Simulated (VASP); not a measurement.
# K3Pd (Pm-3m) in VASP: further runs, part 2 of 2

VASP 6.6.1. Earlier steps stand in the parts before.

## (3) Single point, BLYP+D3(BJ), spin-orbit coupling, no magnetisation

INCAR

```
PREC     = Accurate       # precision mode
ENCUT    = 500            # plane-wave cutoff, eV
EDIFF    = 1E-6           # SCF threshold, eV
ISMEAR   = -5             # smearing method
SIGMA    = 0.05           # smearing width, eV
LREAL    = F              # projectors in reciprocal space
LASPH    = T              # aspherical terms in the spheres
NELM     = 60             # most SCF steps
ALGO     = Normal         # electronic algorithm
ISIF     = 2              # what is computed and relaxed
LWAVE    = F              # write WAVECAR
LCHARG   = F              # write CHGCAR
MAGMOM   = 0 0 0 0 0 0 0 0 0 0 0 0 # initial moments
LORBIT   = 11             # projections on sites
LSORBIT  = T              # spin-orbit coupling
GGA_COMPAT= F            
LMAXMIX  = 4              # l up to which the mixer works
GGA      = B5             # functional
ALDAX    = 1.0          
AGGAX    = 1.0          
AGGAC    = 1.0          
ALDAC    = 0.0          
IVDW     = 12             # dispersion correction
VDW_S6   = 1.0          
VDW_S8   = 2.6996       
VDW_A1   = 0.4298       
VDW_A2   = 4.2359
```

KPOINTS

```
regular mesh
0
Gamma
  4 4 4
```

POSCAR

```
K3Pd
1.0
    5.4450130000      0.0000000000      0.0000000000
    0.0000000000      5.4450130000      0.0000000000
    0.0000000000      0.0000000000      5.4450130000
Pd K
1 3
Direct
    0.0000000000      0.0000000000      0.0000000000
    0.0000000000      0.5000000000      0.5000000000
    0.5000000000      0.0000000000      0.5000000000
    0.5000000000      0.5000000000      0.0000000000
```

Potentials or basis: VASP PAW PBE potentials, release 64 (Pd, K_pv).

On the command line:

```console
$ cat potpaw_PBE.64/Pd/POTCAR potpaw_PBE.64/K_pv/POTCAR > POTCAR
$ mpirun -np 1 vasp_ncl > vasp.out
```

It took 1.8 min on 1 thread of Intel Xeon Platinum 8488C (Sapphire Rapids), shared host; peak memory 0.54 GiB.

Results (log left out):

```
Free energy                                           : -8.4941 eV
Pressure                                              : -1.6 GPa
Valence electrons inside the program's atomic spheres : Pd 9.22; K 6.27
Dispersion energy per atom                            : -0.517 eV
```

Caveat: the PAW data sets were made with another functional, which shifts forces and pressure a little.

## (4) Single point, optPBE-vdW, spin-orbit coupling, no magnetisation (volume scaled by 0.96)

INCAR

```
PREC = Accurate
ENCUT = 500
EDIFF = 1E-6
ISMEAR = 0
SIGMA = 0.005
LREAL = F
LASPH = T
NELM = 100
ALGO = Normal
ISIF = 2
LWAVE = F
LCHARG = F
LNONCOLLINEAR = T
MAGMOM = 0 0 0 0 0 0 0 0 0 0 0 0
LORBIT = 11
LSORBIT = T
GGA_COMPAT = F
LMAXMIX = 4
GGA = OR
LUSE_VDW = T
AGGAC = 0.0
NBANDS = 43
```

KPOINTS is that of step 3.

POSCAR

```
K3Pd
1.0
    5.3714227222      0.0000000000      0.0000000000
    0.0000000000      5.3714227222      0.0000000000
    0.0000000000      0.0000000000      5.3714227222
Pd K
1 3
Direct
    0.0000000000      0.0000000000      0.0000000000
    0.0000000000      0.5000000000      0.5000000000
    0.5000000000      0.0000000000      0.5000000000
    0.5000000000      0.5000000000      0.0000000000
```

Potentials or basis: VASP PAW PBE potentials, release 64 (Pd, K_pv).

On the command line:

```console
$ cat potpaw_PBE.64/Pd/POTCAR potpaw_PBE.64/K_pv/POTCAR > POTCAR
$ mpirun -np 1 vasp_ncl > vasp.out
```

OUTCAR:

```text
PREC = Accurate
   ENCUT = 500
   EDIFF = 1E-6
   ISMEAR = 0
   LREAL = F
   LASPH = T
   NELM = 100
   ISIF = 2
   LNONCOLLINEAR = T
   LORBIT = 11
   LSORBIT = T
   GGA = OR

 ion  position               nearest neighbor table
   1  0.000  0.000  0.000-   2 3.80   3 3.80   4 3.80   2 3.80   3 3.80   2 3.80   4 3.80   2 3.80
                             3 3.80   4 3.80   3 3.80   4 3.80
   2  0.000  0.500  0.500-   1 3.80   3 3.80   4 3.80   1 3.80   4 3.80   1 3.80   3 3.80   1 3.80
                             3 3.80   4 3.80   4 3.80   3 3.80
   3  0.500  0.000  0.500-   1 3.80   2 3.80   4 3.80   1 3.80   4 3.80   2 3.80   4 3.80   4 3.80
                             1 3.80   2 3.80   1 3.80   2 3.80
   4  0.500  0.500  0.000-   1 3.80   2 3.80   3 3.80   2 3.80   3 3.80   1 3.80   3 3.80   3 3.80
                             1 3.80   2 3.80   2 3.80   1 3.80

[... 777 lines left out ...]
     0.0000000     0.0000000     0.0000000     0.0000000     0.0000000     0.0000000     0.0000000
     0.0000000     0.0000000     0.0000000     0.0000000     0.0000000     0.0000000     0.0000000

 total charge

# of ion       s       p       d       tot
------------------------------------------
    1        0.469   0.037   8.704   9.209
    2        0.168   6.066   0.053   6.287
    3        0.168   6.066   0.053   6.287
    4        0.168   6.066   0.053   6.287
--------------------------------------------------
tot          0.972  18.235   8.863  28.069

 magnetization (x)

# of ion       s       p       d       tot
------------------------------------------
    1        0.000   0.000   0.000   0.000
    2        0.000   0.000   0.000   0.000
    3        0.000   0.000   0.000   0.000
    4       -0.000  -0.000   0.000  -0.000
--------------------------------------------------
tot          0.000   0.000   0.000   0.000

 magnetization (y)

# of ion       s       p       d       tot
------------------------------------------
    1        0.000   0.000  -0.000  -0.000
    2        0.000  -0.000  -0.000  -0.000
    3        0.000   0.000  -0.000   0.000
    4       -0.000  -0.000   0.000  -0.000
--------------------------------------------------
tot         -0.000   0.000  -0.000  -0.000

 magnetization (z)

# of ion       s       p       d       tot
------------------------------------------
    1        0.000  -0.000  -0.000  -0.000
    2        0.000   0.000   0.000   0.000
    3       -0.000  -0.000   0.000  -0.000
    4        0.000  -0.000   0.000  -0.000
--------------------------------------------------
tot          0.000  -0.000  -0.000  -0.000
```

OSZICAR:

```text
N       E                     dE             d eps       ncg     rms          rms(c)
DAV:   1     0.182484872809E+03    0.18248E+03   -0.12506E+04   860   0.120E+03
DAV:   2     0.910558126383E+01   -0.17338E+03   -0.16134E+03   951   0.295E+02
DAV:   3     0.739572230709E+00   -0.83660E+01   -0.82118E+01  1012   0.509E+01
DAV:   4     0.580176542519E+00   -0.15940E+00   -0.15860E+00  1053   0.681E+00
DAV:   5     0.575933273101E+00   -0.42433E-02   -0.42407E-02  1225   0.111E+00    0.422E+00
DAV:   6     0.137952059259E+01    0.80359E+00   -0.45310E+00   923   0.812E+00    0.446E+00
DAV:   7     0.150257906013E+01    0.12306E+00   -0.72658E-01   998   0.412E+00    0.225E+00
DAV:   8     0.155204220523E+01    0.49463E-01   -0.16140E-01   962   0.182E+00    0.797E-01
DAV:   9     0.155254810907E+01    0.50590E-03   -0.17587E-02  1023   0.638E-01    0.416E-01
DAV:  10     0.155070719720E+01   -0.18409E-02   -0.42876E-03  1006   0.326E-01    0.129E-01
DAV:  11     0.155087425339E+01    0.16706E-03   -0.41185E-03   976   0.274E-01    0.497E-02
DAV:  12     0.155073778333E+01   -0.13647E-03   -0.12793E-03   985   0.186E-01    0.513E-02
DAV:  13     0.155080762262E+01    0.69839E-04   -0.21286E-04   976   0.720E-02    0.143E-02
DAV:  14     0.155080939308E+01    0.17705E-05   -0.41888E-05   958   0.231E-02    0.284E-03
DAV:  15     0.155080855448E+01   -0.83860E-06   -0.38299E-06   848   0.108E-02
   1 F= 0.15508086E+01 E0= 0.15508914E+01  d E =-.165629E-03  mag=    -0.0000     0.0000    -0.0000
```

Run time: 3 min. Hardware: 1 thread of Intel Xeon Platinum 8488C (Sapphire Rapids), shared host; peak memory 0.98 GiB.

Results:

```
Free energy                                           : 1.5508 eV
Pressure                                              : 0.1 GPa
Valence electrons inside the program's atomic spheres : Pd 9.21; K 6.29
```

Caveat: the PAW data sets were made with another functional, which shifts forces and pressure a little.

## (5) Summary

```tsv
task	level	potentials or basis	cell	cutoff (eV)	smearing	other keys	pressure (GPa)
electrostatic potential	PBE+TS-HI	VASP PAW PBE potentials, release 64 (Pd, K_sv)	as given	520	fermi-dirac 0.02 eV	-	-8.4
single point	BLYP+D3(BJ)	VASP PAW PBE potentials, release 64 (Pd, K_pv)	as given	500	tetrahedron	-	-1.6
single point	optPBE-vdW	VASP PAW PBE potentials, release 64 (Pd, K_pv)	volume scaled by 0.96	500	gaussian 0.005 eV	ISMEAR = 0; SIGMA = 0.005; NBANDS = 43	0.1
```

Alike in all rows: spin SOC, no magnetisation; k mesh 4 × 4 × 4.

Caveats: the PAW data sets were made with another functional, which shifts forces and pressure a little (some runs).

Total energies depend on the potentials used, so only differences within one code and one set of settings carry meaning.
